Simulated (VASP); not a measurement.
Consider the following.

```xyz
2
Lattice="2.8041 0.0000 0.0000 0.0000 2.8041 0.0000 0.0000 0.0000 2.8041" Properties=species:S:1:pos:R:3 pbc="T T T"
Ga     1.4020     1.4020     1.4020
Co     0.0000     0.0000     0.0000
```

The numbers are results of SCAN meta-GGA, VASP's PBE PAW potentials (set 64) (plane waves; VASP), not measurements. Run with 520 eV cut-off, 13×13×13 Γ-centred mesh, first-order Methfessel-Paxton smearing of 0.10 eV, potentials Ga_d Co.

Problem. Predict the energy per atom (σ→0), pressure, band gap (on the k-mesh) with the smallest direct gap where there is one.

Solution. 
- band gap (on the k-mesh) = none (metal, semimetal or under 0.01 eV)
- energy per atom (σ→0) = -16.997 eV/atom
- pressure = 7.22 GPa

Only differences to runs with the same potentials and settings are physical.

The compound is CoGa in the CsCl type structure. This cell is one point of a volume scan, at 0.97 of the reference volume. The run is not spin-polarised, so no magnetic state was tried.
